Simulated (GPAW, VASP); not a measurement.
This is a calculation of CoNiSb for GPAW 26.7.0 (ASE script). The cell comes from a database or a generator and needn't be the stable form of this composition.

run.py

```python
from ase import Atoms
from ase.dft.bandgap import bandgap
from ase.io import write
from ase.units import GPa
from gpaw import GPAW, PW

atoms = Atoms(['Sb', 'Sb', 'Ni', 'Ni', 'Co', 'Co'],
              cell=[[4.2432701667, 0.0, 0.0],
                    [-2.1216350833, 3.6747797594, 0.0],
                    [0.0, 0.0, 5.380238]],
              scaled_positions=[[0.3333333333, 0.6666666667, 0.25],
                                [0.6666666667, 0.3333333333, 0.75],
                                [0.3333333333, 0.6666666667, 0.75],
                                [0.6666666667, 0.3333333333, 0.25],
                                [0.0, 0.0, 0.0],
                                [0.0, 0.0, 0.5]],
              pbc=True)
atoms.set_initial_magnetic_moments([0.0, 0.0, 1.0, 1.0, 2.0, 2.0])

calc = GPAW(mode=PW(600),
            xc='RPBE',
            kpts={'size': (7, 7, 5), 'gamma': True},
            occupations={'name': 'methfessel-paxton', 'order': 0, 'width': 0.1},
            nbands=66,
            convergence={'density': 1e-05, 'energy': 1e-05},
            maxiter=150,
            txt='gpaw.txt')
atoms.calc = calc
energy = atoms.get_potential_energy()
forces = atoms.get_forces()
stress = atoms.get_stress()
calc.write('gs.gpw')
write('result.traj', atoms)
print(f'Energy: {energy:.6f} eV')
print('Forces (eV/A):')
print(forces.round(4))
print('Stress (GPa):', (stress / GPa).round(3))
print('Moments:', calc.get_magnetic_moments().round(3))
print('Fermi level:', round(calc.get_fermi_level(), 4), 'eV')
print(f'Gap: {bandgap(calc)[0]:.4f} eV, direct: {bandgap(calc, direct=True)[0]:.4f} eV')
```

Potentials or basis: the program's PAW data sets (release 1.2.1) made for this functional, pw.

The run is started by

```console
$ OMP_NUM_THREADS=1 python run.py
```

Q: Set up the same calculation for VASP 6.6.1. Potentials or basis there: PBE PAW files Co, Ni, Sb, 500 eV.

A: As run (cutoffs and basis follow the program's own potentials, and thresholds, step limits or extra output files can differ):

File INCAR:

```
PREC = Accurate ; ENCUT = 500
EDIFF = 1E-7 ; ISMEAR = 0
SIGMA = 0.1 ; LREAL = F
LASPH = T ; NELM = 100
ALGO = Fast ; ISIF = 2
LWAVE = F ; LCHARG = F
ISPIN = 2 ; MAGMOM = 0 0 1 1 2 2
LORBIT = 11 ; LMAXMIX = 4
GGA = RP ; NBANDS = 37
```

Contents of KPOINTS:

```
Automatic mesh
0
Gamma
  7 7 5
```

File POSCAR:

```
CoNiSb
1.0
    4.2432701667      0.0000000000      0.0000000000
   -2.1216350833      3.6747797594      0.0000000000
    0.0000000000      0.0000000000      5.3802380000
Sb Ni Co
2 2 2
Direct
    0.3333333333      0.6666666667      0.2500000000
    0.6666666667      0.3333333333      0.7500000000
    0.3333333333      0.6666666667      0.7500000000
    0.6666666667      0.3333333333      0.2500000000
    0.0000000000      0.0000000000      0.0000000000
    0.0000000000      0.0000000000      0.5000000000
```

Potentials or basis: VASP PAW PBE potentials, release 64 (Sb, Ni, Co).

Command:

```console
$ cat potpaw_PBE.64/Sb/POTCAR potpaw_PBE.64/Ni/POTCAR potpaw_PBE.64/Co/POTCAR > POTCAR
$ mpirun -np 1 vasp_std > vasp.out
```

Both were run:

|  | GPAW | VASP |
| --- | --- | --- |
| Pressure | 4.7 GPa | 4.4 GPa |
| Net moment | 1.93 μB per cell | 1.89 μB per cell |

The potentials hold 80 and 48 valence electrons a cell.

VASP's potentials were made for PBE.

The magnetic state is the one that the start led to; the real crystal's order can differ.

Pressure is positive in compression.
